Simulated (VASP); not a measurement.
Crystal: Pt.

```
Pt
1.0
     0.00000    1.96090    1.96090
     1.96090    0.00000    1.96090
     1.96090    1.96090    0.00000
Pt
1
Cartesian
  0.0000 0.0000 0.0000
```

Base run:

```yaml
Program: VASP 6.6.1
Functional: PBE
Potentials_or_basis: VASP PAW PBE potentials, release 64 (Pt)
Cutoff: 400 eV
k_mesh: 14 × 14 × 14
Occupations: gaussian, width 0.1 eV
Spin: no spin polarisation
```

Its results: band gap on the k mesh none (metal or under the smearing width); pressure 9.4 GPa.

**Question.** After a change of settings the same cell gave: band gap on the k mesh none (metal or under the smearing width); pressure 8.7 GPa. Which change was it?
A. cutoff from 400 eV to 520 eV; k mesh from 14 × 14 × 14 to 12 × 12 × 12
B. cutoff from 400 eV to 520 eV; k mesh from 14 × 14 × 14 to 6 × 6 × 6
C. cutoff from 400 eV to 520 eV; k mesh from 14 × 14 × 14 to 24 × 24 × 24
D. cutoff from 400 eV to 350 eV

**Answer.** D.

Not every run made on this cell is shown here.
